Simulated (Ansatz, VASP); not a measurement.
# MoW3S8 in two plane-wave programs, part 2 of 2

Wanted: the spread between two codes on one cell, functional and k mesh. The structure shown is the end of the Ansatz relaxation below.

VASP 6.6.1 and Ansatz 0.2.0.

So far: Starting point; Ansatz: relaxation, PBEsol.

**3. VASP: single point, PBEsol**

Level of this step: PBEsol, no spin polarisation; plane waves and PAW (W, Mo_sv, S) (VASP).

The same cell, functional, mesh and smearing now go to VASP, with its own data sets.

Lines of VASP's logs that name or quote its potential files are left out, and so is its time.

Input file INCAR:

```
SYSTEM = MoW3S8
PREC = Accurate
ENCUT = 600
EDIFF = 1E-06
NELM = 120
ISMEAR = -1
SIGMA = 0.02
LREAL = .FALSE.
ALGO = Normal
GGA = PS
NBANDS = 52
LASPH = .TRUE.
LORBIT = 11
LWAVE = .FALSE.
LCHARG = .FALSE.
ISIF = 2
GGA_COMPAT = .FALSE.
EFERMI = MIDGAP
KPAR = 2
```

Input file POSCAR:

```
MoW3S8
1.0
    6.2905496515      0.0000000000      0.0000000000
   -3.1452748258      5.4477758020      0.0000000000
    0.0000000000      0.0000000000     18.1302960000
W Mo S
3 1 8
Direct
    0.3337987423      0.1662012577      0.5000000000
    0.3337987122      0.6675974664      0.5000000000
    0.8324025336      0.1662012878      0.5000000000
    0.8333333520      0.6666666480      0.5000000000
    0.1666666039      0.3333333961      0.4137459704
    0.1666666039      0.3333333961      0.5862540296
    0.1666390439      0.8333194319      0.4137062837
    0.1666390439      0.8333194319      0.5862937163
    0.6666805681      0.3333609561      0.4137062837
    0.6666805681      0.3333609561      0.5862937163
    0.6666804475      0.8333195525      0.4137063222
    0.6666804475      0.8333195525      0.5862936778
```

Input file KPOINTS:

```
Automatic mesh
0
Gamma
5 5 2
0 0 0
```

PAW data sets: W, Mo_sv and S (PBE family, release 64).

The run is started by

```console
$ mpirun -np 2 vasp_std
```

Numbers of over 12 decimals in the logs are rounded to 6 here.

Log:

```text
[banner, memory and clock lines left out]
running    2 mpi-ranks, on    1 nodes
 distrk:  each k-point on    1 cores,    2 groups
 distr:  one band on    1 cores,    1 groups

 POSCAR found type information on POSCAR W MoS
 POSCAR found :  3 types and      12 ions
|                                                                             |
|               ----> ADVICE to this user running VASP <----                  |
|                                                                             |
|     You enforced a specific xc type in the INCAR file but a different       |
|     [... a line on the potential file left out ...]
|     I HOPE YOU KNOW WHAT YOU ARE DOING!                                     |
|                                                                             |

 LDA part: xc-table for (Slater+PW92), standard interpolation
 POSCAR, INCAR and KPOINTS ok, starting setup
 FFT: planning ... GRIDC
 FFT: planning ... GRID_SOFT
 FFT: planning ... GRID
 WAVECAR not read
 entering main loop
       N       E                     dE             d eps       ncg     rms          rms(c)
DAV:   1     0.616881175941E+03    0.61688E+03   -0.35227E+04  1200   0.135E+03
DAV:   2    -0.244837943081E+02   -0.64136E+03   -0.62101E+03  1496   0.264E+02
DAV:   3    -0.102227773652E+03   -0.77744E+02   -0.76911E+02  1264   0.928E+01
DAV:   4    -0.104802772964E+03   -0.25750E+01   -0.25555E+01  1416   0.183E+01
DAV:   5    -0.104878276360E+03   -0.75503E-01   -0.75363E-01  1488   0.304E+00    0.566E+01
DAV:   6    -0.100399838959E+03    0.44784E+01   -0.20354E+01  1416   0.181E+01    0.246E+01
DAV:   7    -0.100304800139E+03    0.95039E-01   -0.91819E+00  1232   0.147E+01    0.127E+01
DAV:   8    -0.995622369086E+02    0.74256E+00   -0.30044E+00  1256   0.967E+00    0.565E+00
DAV:   9    -0.993791599106E+02    0.18308E+00   -0.62511E-01  1424   0.420E+00    0.133E+00
DAV:  10    -0.993772420428E+02    0.19179E-02   -0.61519E-02  1328   0.109E+00    0.746E-01
DAV:  11    -0.993725603916E+02    0.46817E-02   -0.18878E-02  1436   0.587E-01    0.466E-01
DAV:  12    -0.993718316498E+02    0.72874E-03   -0.20674E-03  1344   0.187E-01    0.221E-01
DAV:  13    -0.993716594178E+02    0.17223E-03   -0.11873E-03  1388   0.113E-01    0.153E-01
DAV:  14    -0.993716893276E+02   -0.29910E-04   -0.63779E-04  1320   0.696E-02    0.657E-02
[...]
DAV:  19    -0.993724950479E+02   -0.16274E-04   -0.67436E-06  1184   0.570E-03    0.151E-02
DAV:  20    -0.993725793268E+02   -0.84279E-04   -0.27759E-06   944   0.471E-03    0.738E-03
DAV:  21    -0.993726333029E+02   -0.53976E-04   -0.23573E-06   984   0.320E-03    0.623E-03
DAV:  22    -0.993726546774E+02   -0.21374E-04   -0.62928E-07   936   0.164E-03    0.299E-03
DAV:  23    -0.993726809828E+02   -0.26305E-04   -0.19957E-06   984   0.241E-03    0.134E-03
DAV:  24    -0.993726850465E+02   -0.40637E-05   -0.19377E-07   848   0.112E-03    0.113E-03
DAV:  25    -0.993726864630E+02   -0.14164E-05   -0.88752E-08   720   0.555E-04    0.392E-04
DAV:  26    -0.993726869741E+02   -0.51111E-06   -0.48486E-08   648   0.382E-04
   1 F= -.99372687E+02 E0= -.99372687E+02  d E =0.000000E+00
```

Parts of OUTCAR (step 3):

```text
ion  position               nearest neighbor table
   1  0.334  0.166  0.500-   9 2.40  10 2.40   7 2.40   8 2.40   5 2.40   6 2.40   3 3.14   2 3.14
                             4 3.15   4 3.15   3 3.15   2 3.15
   2  0.334  0.668  0.500-  11 2.40  12 2.40   7 2.40   8 2.40   5 2.40   6 2.40   1 3.14   3 3.14
                             4 3.15   4 3.15   3 3.15   1 3.15
   3  0.832  0.166  0.500-  11 2.40  12 2.40   9 2.40  10 2.40   5 2.40   6 2.40   1 3.14   2 3.14
                             4 3.15   4 3.15   2 3.15   1 3.15
   4  0.833  0.667  0.500-   7 2.40   8 2.40   9 2.40  10 2.40  11 2.40  12 2.40   2 3.15   3 3.15
                             1 3.15   1 3.15   2 3.15   3 3.15
   5  0.167  0.333  0.414-   3 2.40   2 2.40   1 2.40
   6  0.167  0.333  0.586-   3 2.40   2 2.40   1 2.40
   7  0.167  0.833  0.414-   2 2.40   1 2.40   4 2.40
   8  0.167  0.833  0.586-   2 2.40   1 2.40   4 2.40
   9  0.667  0.333  0.414-   3 2.40   1 2.40   4 2.40
  10  0.667  0.333  0.586-   3 2.40   1 2.40   4 2.40
  11  0.667  0.833  0.414-   2 2.40   3 2.40   4 2.40
  12  0.667  0.833  0.586-   2 2.40   3 2.40   4 2.40

  LATTYP: Found a hexagonal cell.
 ALAT       =     6.2905496515
 C/A-ratio  =     2.8821481436

 Subroutine GETGRP returns: Found 12 space group operations
 (whereof  4 operations were pure point group operations)

The static configuration has the point symmetry C_2v.
 The point group associated with its full space group is D_3h.

 Found     10 irreducible k-points:

   k-points           NKPTS =     10   k-points in BZ     NKDIM =     10   number of bands    NBANDS=     52

   dimension x,y,z NGX =    50 NGY =   50 NGZ =  150
   dimension x,y,z NGXF=   100 NGYF=  100 NGZF=  300

   ENCUT  =  600.0 eV  44.10 Ry    6.64 a.u.  12.56 12.56 36.21*2*pi/ulx,y,z

   NELECT =      80.0000    total number of electrons

 k-points in reciprocal lattice and weights: Automatic mesh
   0.00000000  0.00000000  0.00000000       0.020
   0.20000000  0.00000000  0.00000000       0.120
   0.40000000  0.00000000  0.00000000       0.120
   0.20000000  0.20000000  0.00000000       0.120
   0.40000000  0.20000000  0.00000000       0.120
   0.00000000  0.00000000  0.50000000       0.020
   0.20000000  0.00000000  0.50000000       0.120
   0.40000000  0.00000000  0.50000000       0.120
   0.20000000  0.20000000  0.50000000       0.120
   0.40000000  0.20000000  0.50000000       0.120

 average (electrostatic) potential at core
       1 -47.0108       2 -47.0108       3 -47.0108       4 -83.0620       5 -93.1450
       6 -93.1450       7 -93.1266       8 -93.1266       9 -93.1266      10 -93.1266
      11 -93.1266      12 -93.1266

 E-fermi :  -0.8216

 k-point     1 :       0.0000    0.0000    0.0000
  band No.  band energies     occupation
    ...
     36      -2.8588      2.00000
     37      -2.6985      2.00000
     38      -2.6062      2.00000
     39      -2.6062      2.00000
     40      -1.8837      2.00000
     41       0.8995      0.00000
     42       0.8996      0.00000
     43       1.1908      0.00000
     44       1.1908      0.00000
     45       1.2378      0.00000
    ...

 k-point     2 :       0.2000    0.0000    0.0000
  band No.  band energies     occupation
    ...
     36      -2.9861      2.00000
     37      -2.8789      2.00000
     38      -2.3992      2.00000
     39      -2.3493      2.00000
     40      -1.9567      2.00000
     41       0.7951      0.00000
     42       0.8010      0.00000
     43       1.0323      0.00000
     44       1.0355      0.00000
     45       1.0868      0.00000
    ...

 k-point     3 :       0.4000    0.0000    0.0000
  band No.  band energies     occupation
    ...
     36      -3.1537      2.00000
     37      -2.8948      2.00000
     38      -2.3728      2.00000
     39      -2.3235      2.00000
     40      -2.3216      2.00000
     41       0.4636      0.00000
     42       0.6405      0.00000
     43       0.6643      0.00000
     44       0.7646      0.00000
     45       0.8370      0.00000
    ...

  Total       -0.4384840     -0.4384840     -0.2658365      0.0000000      0.0000000      0.0000000
  in kB       -1.1307109     -1.1307109     -0.6855079      0.0000000      0.0000000      0.0000000
  external PRESSURE =      -0.9823099 kB  Pullay stress =       0.0000000 kB

  energy-cutoff  :      600.00
  volume of cell :      621.32
      direct lattice vectors                 reciprocal lattice vectors
     6.290549652  0.000000000  0.000000000     0.158968620  0.091780576  0.000000000
    -3.145274826  5.447775802  0.000000000     0.000000000  0.183561152  0.000000000
     0.000000000  0.000000000 18.130296000     0.000000000  0.000000000  0.055156298

 POSITION                                       TOTAL-FORCE (eV/Angst)
 -----------------------------------------------------------------------------------
      1.57703      0.90543      9.06515        -0.013533      0.007813      0.000000
     -0.00000      3.63692      9.06515         0.000000     -0.015626      0.000000
      4.71352      0.90543      9.06515         0.013533      0.007813      0.000000
      3.14528      3.63185      9.06515        -0.000000      0.000000      0.000000
     -0.00000      1.81593      7.50134        -0.000000      0.000000      0.021228
     -0.00000      1.81593     10.62896        -0.000000      0.000000     -0.021228
     -1.57277      4.53974      7.50062         0.000328      0.000189      0.016152
     -1.57277      4.53974     10.62968         0.000328      0.000189     -0.016152
      3.14528      1.81608      7.50062         0.000000     -0.000379      0.016152
      3.14528      1.81608     10.62968         0.000000     -0.000379     -0.016152
      1.57277      4.53974      7.50062        -0.000328      0.000189      0.016152
      1.57277      4.53974     10.62968        -0.000328      0.000189     -0.016152
 -----------------------------------------------------------------------------------
    total drift:                                0.000218     -0.000098     -0.000000

  FREE ENERGIE OF THE ION-ELECTRON SYSTEM (eV)
  ---------------------------------------------------
  free  energy   TOTEN  =       -99.3726869741 eV

  energy  without entropy=      -99.3726869741  energy(sigma->0) =      -99.37268697

 total charge
# of ion       s       p       d       tot
------------------------------------------
    1        0.572   0.731   4.307   5.610
    2        0.572   0.731   4.307   5.610
    3        0.572   0.731   4.307   5.610
    4        2.294   6.230   4.001  12.524
    5        1.353   2.348   0.000   3.700
    6        1.353   2.348   0.000   3.700
    7        1.354   2.343   0.000   3.697
    8        1.354   2.343   0.000   3.697
    9        1.354   2.343   0.000   3.697
   10        1.354   2.343   0.000   3.697
   11        1.354   2.343   0.000   3.697
   12        1.354   2.343   0.000   3.697
--------------------------------------------------
tot         14.837  27.180  16.923  58.940

[... 3 further parts left out ...]
```

This run has no spin polarisation, so a moment on W and Mo, if there is one, isn't seen.

**4. Differences**

Known differences besides the potentials themselves: the data sets hold 104 valence electrons in Ansatz (on its PAW soft_1 files) and 80 in VASP; Ansatz makes its cores anew for this functional, VASP keeps those of its PBE data sets; Ansatz's pressure holds a Pulay correction, VASP's none. Total energies have different zeros and are not compared.

The two programs side by side:

```csv
quantity,Ansatz,VASP,difference
pressure (GPa),-0.01,-0.10,+0.09
gap on the k mesh (eV),2.105,2.124,-0.019
```

At this near-relaxed geometry the largest component of a force difference is 22 meV/Å. A gap on the mesh is an upper bound, since the band edges may lie between its points; neither run holds spin-orbit coupling, which can move the band edges of a compound of W. With vacuum in the cell, a pressure given here is an average over mostly empty space and none of the material.

**5. Outcome**

| Quantity | Value |
| --- | --- |
| difference in gap on the k mesh (single point, PBEsol) | -0.019 eV |
| r.m.s. force difference (single point, PBEsol) | 8.4 meV/Å |

The r.m.s. force difference is 8.4 meV/Å (single point, PBEsol), within the 12 meV/Å picked in this series as the mark of a large difference. The data sets hold unlike numbers of valence electrons (104 in Ansatz and 80 in VASP), so part of the differences comes from the potentials. How closely two codes agree says nothing of how well the functional describes the real material.

[Lines on the potential files, build, host, timing and source positions are cut from VASP's logs without a mark.]

[Logs are printed without paths, hosts, clocks, repeated set-up lines and the standing remarks that a program may print on its own settings, such as how far it seeks lower states.]

[Hosts, paths, dates, database ids (printed as entryN), source tags and the programs' standing remarks are cut or masked in the printed files.]
